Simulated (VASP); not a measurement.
```
CELL_PARAMETERS angstrom
      4.03293     0.00000     0.00000
     -2.01646     3.49262     0.00000
      0.00000     0.00000    15.16810
ATOMIC_POSITIONS crystal
  Ga 0.66667 0.33333 0.50000
  As 0.33333 0.66667 0.50000
```

Calculation: r2SCAN meta-GGA, VASP's PBE PAW potentials (set 64) (plane waves; VASP). Run with 400 eV cut-off, 9×9×1 Γ-centred mesh, tetrahedra with Blöchl corrections, potentials Ga_d As.

The cell holds a wide vacuum, so values per volume refer to the whole cell.

Q: Give the energies of bands 7 to 12 at the high-symmetry points, in eV from the valence-band maximum.

A: 
| band | Γ | M | K |
|---|---|---|---|
| 7 | -2.25 | -6.75 | -6.78 |
| 8 | -0.86 | -2.40 | -4.03 |
| 9 | -0.86 | -0.40 | 0.00 |
| 10 | 0.69 | 2.02 | 2.42 |
| 11 | 4.61 | 2.60 | 6.04 |
| 12 | 4.92 | 7.48 | 6.28 |

The gap is indirect, 0.69 eV, from the valence maximum at K to the conduction minimum at Γ.

The cell is a sheet with vacuum, built from a generated structure.
